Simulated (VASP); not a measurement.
Method: r2SCAN meta-GGA, VASP's PBE PAW potentials (set 64) (plane waves; VASP).

Input for VASP

File KPOINTS:
```
Regular mesh
0
gamma
  12 12 7
0 0 0
```

**POSCAR**
```
Mg
1
    1.6050000000    -2.7799420000     0.0000000000
    1.6050000000     2.7799420000     0.0000000000
    0.0000000000     0.0000000000     5.2100000000
Mg
2
Direct
  0.3333330000   0.6666670000   0.2500000000
  0.6666670000   0.3333330000   0.7500000000
```

INCAR:
```
NSW=60
SIGMA=0.1
LMIXTAU=T
SYSTEM=Mg
NELM=100   ! most electronic steps
ISIF=3   ! ions, shape and volume
PREC=Accurate
ALGO=Normal   ! blocked Davidson
METAGGA=R2SCAN
LASPH=T
ISMEAR=1
ENCUT=400   ! plane-wave cut-off (eV)
IBRION=2
LCHARG=F
LREAL=F
EDIFF=1E-6
LWAVE=F
EDIFFG=-0.01   ! ionic stop
```

POTCAR, in this order: Mg (PBE.64 set). Program: vasp_std.

Energy and stress use the plane-wave basis of the starting cell.

**Question.** Estimate the energy per atom (σ→0), volume per atom, band gap (on the k-mesh).

**Answer.** 
| Quantity | Value |
|---|---|
| energy per atom (σ→0) | -4.150 eV/atom |
| band gap (on the k-mesh) | none (metal, semimetal or under 0.01 eV) |
| volume per atom | 22.41 Å³/atom |

### OSZICAR
```
...
DAV:   1    -0.829931880593E+01   -0.55071E-04   -0.15582E-04  1236   0.709E-02    0.500E-03
DAV:   2    -0.829931813090E+01    0.67503E-06   -0.10618E-06   990   0.802E-03
   5 F= -.82993181E+01 E0= -.82992655E+01  d E =-.537510E-04
       N       E                     dE             d eps       ncg     rms          rms(c)
DAV:   1    -0.829937712624E+01   -0.58320E-04   -0.79585E-04  1236   0.161E-01    0.128E-02
DAV:   2    -0.829937309356E+01    0.40327E-05   -0.58116E-06  1032   0.181E-02    0.774E-03
DAV:   3    -0.829937256942E+01    0.52414E-06   -0.10772E-06   720   0.698E-03
   6 F= -.82993726E+01 E0= -.82992560E+01  d E =-.108189E-03
```

The compound is Mg in the hcp structure. This run relaxes it. Symmetry was kept, so distortions that lower it aren't found.
